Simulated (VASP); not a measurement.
Given:

```xyz
2
Lattice="0.0000 3.2946 3.2946 3.2946 0.0000 3.2946 3.2946 3.2946 0.0000" Properties=species:S:1:pos:R:3 pbc="T T T"
Te     3.2946     3.2946     3.2946
Pb     0.0000     0.0000     0.0000
```

These are PBE GGA, VASP's PBE PAW potentials (set 64) (plane waves; VASP 6.6.1) values and carry that method's errors. Settings: 200 eV cut-off, 6×6×6 Γ-centred mesh, Gaussian smearing of 0.050 eV, potentials Te Pb_d.

At this cut-off the stress carries a Pulay error, which pulls relaxed volumes low.

Q: Give the stress tensor in GPa (positive for a compressed cell).

A: 
```
-10.09    0.00    0.00
  0.00  -10.09    0.00
  0.00    0.00  -10.09
```
The pressure is its mean diagonal, -10.09 GPa.

The compound is PbTe in the rock salt structure. The cell was not relaxed at this level. The run is one of a series of settings (ENCUT = 200 against the base run), some of them coarse on purpose.
